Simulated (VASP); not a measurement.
Method: LDA (Ceperley-Alder, Perdew-Zunger), VASP's LDA PAW potentials (set 64) (plane waves; VASP 6.6.1).

VASP ran on this input.

**POSCAR**
```
BAs
1
    0.0000000000     2.3711729937     2.3711729937
    2.3711729937     0.0000000000     2.3711729937
    2.3711729937     2.3711729937     0.0000000000
B As
1 1
Direct
  0.0000000000   0.0000000000   0.0000000000
  0.2500000000   0.2500000000   0.2500000000
```

**INCAR**
```
ALGO = Normal
CSHIFT = 0.1
EDIFF = 1E-7
ENCUT = 520
ISMEAR = 0
LASPH = T
LCHARG = F
LMAXMIX = 4
LOPTICS = T
LREAL = F
LWAVE = F
NBANDS = 24
NEDOS = 1001
NELM = 100
PREC = Accurate
SIGMA = 0.01
SYSTEM = BAs
```

### KPOINTS
```
Automatic
0
Gamma
17 17 17
```

POTCAR, in this order: B As (LDA.64 set). Program: vasp_std.

The run wrote:

**OUTCAR**
```
 ion  position               nearest neighbor table
   1  0.000  0.000  0.000-   2 2.05   2 2.05   2 2.05   2 2.05
   2  0.250  0.250  0.250-   1 2.05   1 2.05   1 2.05   1 2.05
  LATTYP: Found a face centered cubic cell.
 ALAT       =     4.7423459874
 Subroutine PRICEL returns:
 Original cell was already a primitive cell.
 Subroutine GETGRP returns: Found 24 space group operations
The static configuration has the point symmetry T_d .
The dynamic configuration has the point symmetry T_d .
 Subroutine INISYM returns: Found 24 space group operations
 Subroutine IBZKPT returns following result:
 Found    165 irreducible k-points:

 Following reciprocal coordinates:
            Coordinates               Weight
  0.000000  0.000000  0.000000      1.000000
  0.058824  0.000000  0.000000      8.000000
  0.117647  0.000000  0.000000      8.000000
  0.176471  0.000000  0.000000      8.000000
  0.235294  0.000000  0.000000      8.000000
  0.294118  0.000000  0.000000      8.000000
  0.352941  0.000000  0.000000      8.000000
  0.411765  0.000000  0.000000      8.000000
  0.470588  0.000000  0.000000      8.000000
...
```

OSZICAR:
```
       N       E                     dE             d eps       ncg     rms          rms(c)
DAV:   1     0.157423376715E+02    0.15742E+02   -0.32767E+03  7920   0.292E+02
DAV:   2    -0.130298098108E+02   -0.28772E+02   -0.27547E+02 10136   0.773E+01
DAV:   3    -0.136956403872E+02   -0.66583E+00   -0.66339E+00  9984   0.947E+00
DAV:   4    -0.136965684414E+02   -0.92805E-03   -0.92804E-03  9064   0.385E-01
DAV:   5    -0.136965691032E+02   -0.66181E-06   -0.66181E-06  9936   0.108E-02    0.518E+00
DAV:   6    -0.130285243554E+02    0.66804E+00   -0.14374E+00  9288   0.247E+00    0.236E+00
DAV:   7    -0.129399035904E+02    0.88621E-01   -0.13272E-01  9824   0.952E-01    0.951E-01
DAV:   8    -0.129268352778E+02    0.13068E-01   -0.13497E-02  9416   0.395E-01    0.103E-01
DAV:   9    -0.129269148242E+02   -0.79546E-04   -0.58752E-04  9352   0.866E-02    0.414E-02
DAV:  10    -0.129269085897E+02    0.62345E-05   -0.36720E-05  9408   0.178E-02    0.118E-02
DAV:  11    -0.129269077304E+02    0.85936E-06   -0.17522E-06  9416   0.458E-03    0.385E-03
DAV:  12    -0.129269077764E+02   -0.46021E-07   -0.97771E-08  9952   0.107E-03
   1 F= -.12926908E+02 E0= -.12926908E+02  d E =-.113854E-33
 imaginary and real dielectric function
```

### OUTCAR
```
------------------------ aborting loop because EDIFF is reached ----------------------------------------
  FORCE on cell =-STRESS in cart. coord.  units (eV):
  Direction    XX          YY          ZZ          XY          YZ          ZX
  --------------------------------------------------------------------------------------
  Total       -0.0007024     -0.0007024     -0.0007024     -0.0000000      0.0000000     -0.0000000
  in kB       -0.0422070     -0.0422070     -0.0422070     -0.0000000      0.0000000     -0.0000000
  external PRESSURE =      -0.0422070 kB  Pullay stress =       0.0000000 kB
  volume of cell :       26.66
      direct lattice vectors                 reciprocal lattice vectors
     0.000000000  2.371172994  2.371172994    -0.210866099  0.210866099  0.210866099
     2.371172994  0.000000000  2.371172994     0.210866099 -0.210866099  0.210866099
     2.371172994  2.371172994  0.000000000     0.210866099  0.210866099 -0.210866099
  FREE ENERGIE OF THE ION-ELECTRON SYSTEM (eV)
  ---------------------------------------------------
  free  energy   TOTEN  =       -12.9269077764 eV

  energy  without entropy=      -12.9269077764  energy(sigma->0) =      -12.92690778

 plasma frequency squared (from intraband transitions) (eV^2)
  --------------------------------------------------------------------------------------
       0.000       0.000      -0.000
       0.000       0.000       0.000
      -0.000       0.000       0.000

 plasma frequency squared (from interband transitions, int dw w eps(2)(w)) (eV^2)
  --------------------------------------------------------------------------------------
     400.281       0.000      -0.000      -0.000      -0.000      -0.000
      -0.000       0.000     400.281       0.000      -0.000      -0.000
      -0.000       0.000      -0.000       0.000     400.281       0.000
```
(Selected blocks of OUTCAR.)

The compound is BAs in the zinc blende structure. It was relaxed first.
